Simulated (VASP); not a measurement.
GePt:

```
Ge Pt
1.0
     5.81852    0.00000    0.00000
     0.00000    3.75305    0.00000
     0.00000    0.00000    6.18411
Ge Pt
4 4
Direct
  0.68653 0.25000 0.58819
  0.81347 0.75000 0.08819
  0.31347 0.75000 0.41181
  0.18653 0.25000 0.91181
  0.99770 0.25000 0.30741
  0.50230 0.75000 0.80741
  0.00230 0.75000 0.69259
  0.49771 0.25000 0.19259
```

The cell was built by a generator and needn't be a form met in nature.

Base run:

* Program: VASP 6.6.1
* Functional: PBEsol
* Potentials or basis: VASP PAW PBE potentials, release 64 (Ge_d, Pt)
* Cutoff: 520 eV
* k mesh: 6 × 8 × 6
* Occupations: gaussian, width 0.1 eV
* Spin: no spin polarisation

Its results: pressure -6.6 GPa; largest force 0.058 eV/Å.

**Question.** The run is repeated on the same cell with these changes: functional from PBEsol to PBE. What comes out?

**Answer.** Pressure 0.0 GPa; largest force 0.005 eV/Å.

PBE binds less tightly than PBEsol, so the same cell stands under more pressure.

Caveats: the PAW data sets were made with another functional, which shifts forces and pressure a little (some runs).
